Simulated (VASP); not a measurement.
Consider the following.

```
CELL_PARAMETERS angstrom
     10.93707     0.00000     0.00000
      0.00000    10.93707     0.00000
      0.00000     0.00000    10.93707
ATOMIC_POSITIONS crystal
  Si 0.50031 0.00029 0.00033
  Si 0.62539 0.12555 0.12575
  Si 0.74969 0.25037 0.00049
  Si 0.87402 0.37498 0.12593
  Si 0.74983 0.00014 0.25022
  Si 0.87443 0.12536 0.37461
  Si 0.99996 0.00009 0.00002
  Si 0.12506 0.12527 0.12517
  Si 0.25003 0.25060 0.00066
  Si 0.37660 0.37425 0.12636
  Si 0.50039 0.49948 0.00097
  Si 0.62551 0.62343 0.12630
  Si 0.74945 0.74973 0.00065
  Si 0.87498 0.87458 0.12496
  Si 0.24989 0.00074 0.25064
  Si 0.37642 0.12601 0.37460
  Si 0.50041 0.24977 0.25018
  Si 0.74920 0.49916 0.25058
  Si 0.87347 0.62331 0.37444
  Si 0.50027 0.00059 0.49968
  Si 0.62544 0.12613 0.62337
  Si 0.74979 0.24974 0.49915
  Si 0.87344 0.37429 0.62316
  Si 0.74939 0.00080 0.74996
  Si 0.87483 0.12517 0.87492
  Si 0.99974 0.49970 0.00042
  Si 0.12493 0.62466 0.12575
  Si 0.24947 0.75051 0.00097
  Si 0.37502 0.87542 0.12570
  Si 0.99938 0.25036 0.25029
  Si 0.12480 0.37486 0.37491
  Si 0.25062 0.49963 0.25125
  Si 0.37513 0.62493 0.37635
  Si 0.50011 0.74959 0.25089
  Si 0.62504 0.87502 0.37494
  Si 0.99987 0.00023 0.49967
  Si 0.12476 0.12581 0.62482
  Si 0.25052 0.25113 0.49975
  Si 0.37499 0.37635 0.62501
  Si 0.62377 0.62505 0.62506
  Si 0.74906 0.74958 0.49988
  Si 0.87439 0.87539 0.62486
  Si 0.24943 0.00107 0.75061
  Si 0.37520 0.12571 0.87529
  Si 0.50023 0.25099 0.74947
  Si 0.62503 0.37491 0.87511
  Si 0.74891 0.49963 0.74944
  Si 0.87439 0.62459 0.87520
  Si 0.99915 0.74962 0.25056
  Si 0.12533 0.87434 0.37415
  Si 0.99891 0.49947 0.49946
  Si 0.12348 0.62475 0.62489
  Si 0.24925 0.75043 0.50169
  Si 0.37488 0.87601 0.62510
  Si 0.99905 0.25063 0.74986
  Si 0.12515 0.37416 0.87465
  Si 0.24909 0.50159 0.75070
  Si 0.37495 0.62474 0.87636
  Si 0.49830 0.75051 0.75078
  Si 0.62583 0.87453 0.87464
  Si 0.99904 0.75045 0.75050
  Si 0.12519 0.87477 0.87479
  As 0.51091 0.48917 0.48921
```

The numbers are results of PBE GGA, VASP's PBE PAW potentials (set 64) (plane waves; VASP 6.6.1), not measurements. Numerical set-up: PREC = Normal, LREAL = Auto, ISYM = 0, 400 eV cut-off, 1×1×1 Γ-centred mesh, Gaussian smearing of 0.050 eV, potentials Si As. Starting moments (MAGMOM): 63*0.0476. The cell's moment is fixed (NUPDOWN = 3).

The supercell is sampled at Γ alone, which is coarse: total energies, pressure and levels can be off, energies of defects by several tenths of an eV.

Task: What does the run give for the cell moment, energy per atom (σ→0)?

Result: 
The cell moment comes out as 3.00 μB and the energy per atom (σ→0) is -5.268 eV/atom.

Task: Give the moment on each site (PAW-sphere projection).

Result: 
```
site  moment (μB)
----  -----------
Si1          0.02
Si2          0.01
Si3          0.01
Si4          0.01
Si5          0.01
Si6          0.01
Si7          0.01
Si8          0.00
Si9          0.02
Si10         0.01
Si11         0.00
Si12         0.01
Si13         0.02
Si14         0.00
Si15         0.02
Si16         0.01
Si17         0.18
Si18         0.18
Si19         0.01
Si20         0.00
Si21         0.01
Si22         0.18
Si23         0.01
Si24         0.02
Si25         0.00
Si26         0.02
Si27         0.01
Si28         0.00
Si29         0.01
Si30         0.01
Si31         0.00
Si32         0.00
Si33         0.02
Si34         0.00
Si35         0.00
Si36         0.02
Si37         0.01
Si38         0.00
Si39         0.02
Si40         0.02
Si41         0.00
Si42         0.01
Si43         0.00
Si44         0.01
Si45         0.00
Si46         0.00
Si47         0.00
Si48         0.01
Si49         0.02
Si50         0.02
Si51         0.00
Si52         0.01
Si53         0.01
Si54         0.01
Si55         0.02
Si56         0.02
Si57         0.01
Si58         0.01
Si59         0.01
Si60         0.02
Si61         0.00
Si62         0.00
As63         0.07
```

The cell is a supercell with a defect, built from Si (diamond): As_Si-vac_Si.
